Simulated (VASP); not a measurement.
These are PBE GGA + U (Dudarev), VASP's PBE PAW potentials (set 64) (plane waves; VASP 6.6.1) values and carry that method's errors.

VASP input:

**KPOINTS**
```
Automatic
0
gamma
 12 11 9
```

**POSCAR**
```
CuAu
1.0
  2.7374660000   0.0000000000   0.0000000000
  0.0000000000   2.8607460000   0.0000000000
  0.0000000000   0.0000000000   3.6087280000
Cu Au
1 1
Direct
  0.0000000000   0.0000000000   0.0000000000
  0.5128910000   0.5000000000   0.5000000000
```

INCAR:
```
ALGO=Normal
EDIFF=1E-6
ENCUT=400
GGA=PE
ISIF=2
ISMEAR=1
LASPH=.TRUE.
LCHARG=.FALSE.
LDAU=.TRUE.
LDAUJ=0 0
LDAUL=2 -1
LDAUPRINT=1
LDAUTYPE=2
LDAUU=5.0 0
LMAXMIX=6
LORBIT=10
LREAL=.FALSE.
LWAVE=.FALSE.
NELM=100
PREC=Accurate
SIGMA=0.1
SYSTEM=CuAu
```

POTCAR, in this order: Cu Au (PBE.64 set). Program: vasp_std.

Output

File OSZICAR:
```
       N       E                     dE             d eps       ncg     rms          rms(c)
DAV:   1     0.118040055507E+03    0.11804E+03   -0.99401E+03  6604   0.178E+03
DAV:   2    -0.209256680293E+01   -0.12013E+03   -0.11457E+03  6468   0.304E+02
DAV:   3    -0.613100233959E+01   -0.40384E+01   -0.40169E+01  7903   0.690E+01
DAV:   4    -0.616998719628E+01   -0.38985E-01   -0.38979E-01  7197   0.566E+00
DAV:   5    -0.617114492700E+01   -0.11577E-02   -0.11577E-02  9321   0.109E+00    0.958E+00
DAV:   6    -0.547366853028E+01    0.69748E+00   -0.23394E+00  8209   0.194E+01    0.605E+00
DAV:   7    -0.545490878731E+01    0.18760E-01   -0.37496E-02  7029   0.196E+00    0.335E+00
DAV:   8    -0.544590815415E+01    0.90006E-02   -0.22699E-03  9580   0.134E+00    0.145E-01
DAV:   9    -0.544585467287E+01    0.53481E-04   -0.65550E-04  8670   0.115E+00    0.344E-02
DAV:  10    -0.544585566106E+01   -0.98819E-06   -0.48509E-05  8660   0.229E-01    0.233E-02
DAV:  11    -0.544586011597E+01   -0.44549E-05   -0.76255E-06  9711   0.621E-02    0.750E-03
DAV:  12    -0.544585950525E+01    0.61072E-06   -0.34156E-07  4102   0.236E-02
   1 F= -.54458595E+01 E0= -.54457921E+01  d E =-.202155E-03
```

OUTCAR:
```
------------------------ aborting loop because EDIFF is reached ----------------------------------------
  FORCE on cell =-STRESS in cart. coord.  units (eV):
  Direction    XX          YY          ZZ          XY          YZ          ZX
  --------------------------------------------------------------------------------------
  Total        1.7638024      1.0835342      1.3747079      0.0000000      0.0000000      0.0000000
  in kB       99.9950128     61.4286568     77.9361259      0.0000000      0.0000000      0.0000000
  external PRESSURE =      79.7865985 kB  Pullay stress =       0.0000000 kB
  volume of cell :       28.26
      direct lattice vectors                 reciprocal lattice vectors
     2.737466000  0.000000000  0.000000000     0.365301341  0.000000000  0.000000000
     0.000000000  2.860746000  0.000000000     0.000000000  0.349559171  0.000000000
     0.000000000  0.000000000  3.608728000     0.000000000  0.000000000  0.277105950
 POSITION                                       TOTAL-FORCE (eV/Angst)
 -----------------------------------------------------------------------------------
      0.00000      0.00000      0.00000         0.127340      0.000000      0.000000
      1.40402      1.43037      1.80436        -0.127340      0.000000      0.000000
 -----------------------------------------------------------------------------------
    total drift:                                0.000097      0.000000     -0.000000
  FREE ENERGIE OF THE ION-ELECTRON SYSTEM (eV)
  ---------------------------------------------------
  free  energy   TOTEN  =        -5.4458595052 eV

  energy  without entropy=       -5.4456573507  energy(sigma->0) =       -5.44579212

 total charge

# of ion       s       p       d       tot
------------------------------------------
    1        0.372   0.312   9.400  10.084
    2        0.623   0.426   8.705   9.753
--------------------------------------------------
tot          0.995   0.737  18.104  19.837
```
(Selected blocks of OUTCAR.)

The compound is CuAu in the L1_0 structure. The cell was not relaxed at this level, atoms are displaced from their ideal sites. The run is one of a series of settings (LDAU = .TRUE., LDAUJ = 0 0, LDAUL = 2 -1, LDAUTYPE = 2, LDAUU = 5.0 0 against the base run), some of them coarse on purpose.
